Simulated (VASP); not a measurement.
Given:

```xyz
2
Lattice="0.0000 2.7505 2.7505 2.7505 0.0000 2.7505 2.7505 2.7505 0.0000" Properties=species:S:1:pos:R:3 pbc="T T T"
Ga     0.0000     0.0000     0.0000
P      1.3753     1.3753     1.3753
```

Calculation: PBE GGA, VASP's PBE PAW potentials (set 64) (plane waves; VASP). Numerical set-up: 400 eV cut-off, 8×8×8 Γ-centred mesh, Gaussian smearing of 0.050 eV, potentials Ga_d P.

**Question.** Predict the energy per atom (σ→0), band gap (on the k-mesh) with the smallest direct gap where there is one.

**Answer.** 
```json
{
  "band gap (on the k-mesh)": "1.59 eV",
  "smallest direct gap (on the k-mesh)": "1.60 eV",
  "energy per atom (σ→0)": "-4.562 eV/atom"
}
```

The absolute energy has meaning only against runs of the same code, potentials and settings.

The structure was generated: GaP was put into the zinc blende type (F-43m), which need not be its known phase. It was relaxed first, which changed the volume by +13 %. The start is the result of an earlier pass.
